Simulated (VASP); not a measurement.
Data:

```
CELL_PARAMETERS angstrom
      4.84751     0.00000     0.00000
      0.00000     4.84751     0.00000
      0.00000     0.00000     3.39978
ATOMIC_POSITIONS crystal
  Pb 0.00000 0.00000 0.00000
  Pb 0.50000 0.50000 0.50000
  O  0.30694 0.30694 0.00000
  O  0.80694 0.19306 0.50000
  O  0.19306 0.80694 0.50000
  O  0.69306 0.69306 0.00000
```

All values below come from PBEsol GGA, VASP's PBE PAW potentials (set 64) (plane waves; VASP). Settings: 620 eV cut-off, 5×5×7 Γ-centred mesh, Gaussian smearing of 0.050 eV, potentials Pb_d O.

### Question
Estimate the energy per atom (σ→0), pressure.

### Answer

```yaml
energy per atom (σ→0): -5.653 eV/atom
pressure: 9.78 GPa
```

The compound is PbO2 in the rutile structure. It was relaxed first under an external pressure of 10 GPa.
